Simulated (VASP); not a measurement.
Mg₂Si (antifluorite):

```
CELL_PARAMETERS angstrom
      0.00000     3.17500     3.17500
      3.17500     0.00000     3.17500
      3.17500     3.17500     0.00000
ATOMIC_POSITIONS crystal
  Mg 0.25000 0.25000 0.25000
  Mg 0.75000 0.75000 0.75000
  Si 0.00000 0.00000 0.00000
```

The lowest empty band near X, direction across the valley's axis, from PBE with spin-orbit coupling in VASP (PAW); its two spin partners are averaged. The gap over the points computed is 0.19 eV, and the next band on that side lies 0.20 eV away at the edge.

Run with 400 eV cut-off, 7×7×7 Γ-centred mesh, Gaussian smearing of 0.050 eV, potentials Mg Si.

| distance from the edge in k (1/Å) | distance in energy (meV) |
|---|---|
| 0.018 | 6.4 |
| 0.025 | 12.4 |
| 0.035 | 24.3 |
| 0.050 | 49.3 |

Q: Fit E(1 + αE) = ħ²k²/2m* (ħ²/2m0 = 3.810 eV Å²) and predict the row at 0.070 1/Å.

A: The rows don't resolve α, so a parabola serves: the electron mass is m* = 0.193 m0, and so 96.8 meV. The run gave 95.3 meV, -1.5 meV from the fit.

Left out are points under 3 meV from the edge, since the levels carry 0.1 meV, and points farther than half the way to the next band.

The compound is Mg2Si in the antifluorite structure. The cell was not relaxed at this level.
